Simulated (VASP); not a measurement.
Here is the system:

```
CELL_PARAMETERS angstrom
      4.04096     0.00000     0.00000
      0.00000     4.04096     0.00000
      0.00000     0.00000     4.04096
ATOMIC_POSITIONS crystal
  K  0.00000 0.00000 0.00000
  Mg 0.50000 0.50000 0.50000
  F  0.50000 0.00000 0.50000
  F  0.00000 0.50000 0.50000
  F  0.50000 0.50000 0.00000
```

Calculation: PBE GGA, VASP's PBE PAW potentials (set 64) (plane waves; VASP). Run with 500 eV cut-off, 4×4×4 Γ-centred mesh, Gaussian smearing of 0.050 eV, potentials K_sv Mg F.

Predict the energy per atom (σ→0), band gap (on the k-mesh) with the smallest direct gap where there is one.

```
Quantity                                      Value
-----------------------------------  --------------
band gap (on the k-mesh)                    7.00 eV
smallest direct gap (on the k-mesh)         7.32 eV
energy per atom (σ→0)                -4.890 eV/atom
```

The compound is KMgF3 in the cubic perovskite structure. It was relaxed first.
